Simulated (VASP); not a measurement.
Input:

```
CELL_PARAMETERS angstrom
      0.00000     2.44000     2.44000
      2.44000     0.00000     2.44000
      2.44000     2.44000     0.00000
ATOMIC_POSITIONS crystal
  Y  0.00000 0.00000 0.00000
  N  0.50000 0.50000 0.50000
```

Computed with PBE GGA, VASP's PBE PAW potentials (set 64) (plane waves; VASP). Run with 520 eV cut-off, 7×7×7 Γ-centred mesh, Gaussian smearing of 0.050 eV, potentials Y_sv N.

The ions, cell shape and volume are relaxed. Which structure does the run end with?

```
CELL_PARAMETERS angstrom
      0.00000     2.45265     2.45265
      2.45265     0.00000     2.45265
      2.45265     2.45265     0.00000
ATOMIC_POSITIONS crystal
  Y  0.00000 0.00000 0.00000
  N  0.50000 0.50000 0.50000
```
Space group Fm-3m (225), at a tolerance of 0.03 Å.

How do energy and volume change from the first to the last step?

The energy (σ→0) changes by -1.8 meV/atom and the volume by +1.6 %, in 3 ionic steps.

The compound is YN in the rock salt structure. This run relaxes it. Symmetry was kept, so distortions that lower it aren't found.
